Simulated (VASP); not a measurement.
The system is Ge.

```
Ge
1.0
     0.00000    2.82891    2.82891
     2.82891    0.00000    2.82891
     2.82891    2.82891    0.00000
Ge
2
Direct
  0.00000 0.00000 0.00000
  0.25000 0.25000 0.25000
```

Base run:

* Program: VASP 6.6.1
* Functional: HSE06
* Potentials or basis: VASP PAW PBE potentials, release 64 (Ge_d)
* Cutoff: 520 eV
* k mesh: 5 × 5 × 5
* Occupations: fermi-dirac, width 0.05 eV
* Spin: no spin polarisation

Its results: band gap on the k mesh 0.93 eV, direct; pressure 1.0 GPa.

Task: The run is repeated on the same cell with these changes: functional from HSE06 to r2SCAN; k mesh from 5 × 5 × 5 to 9 × 9 × 9. What comes out?

Result: Band gap on the k mesh 0.40 eV, direct; pressure 0.7 GPa.

Several settings changed at once, so the effect can't be laid on one alone.

Caveats: the PAW data sets were made with another functional, which shifts forces and pressure a little; an odd mesh through Γ misses points on the zone boundary, where band edges often lie.

Not every run made on this cell is shown here.
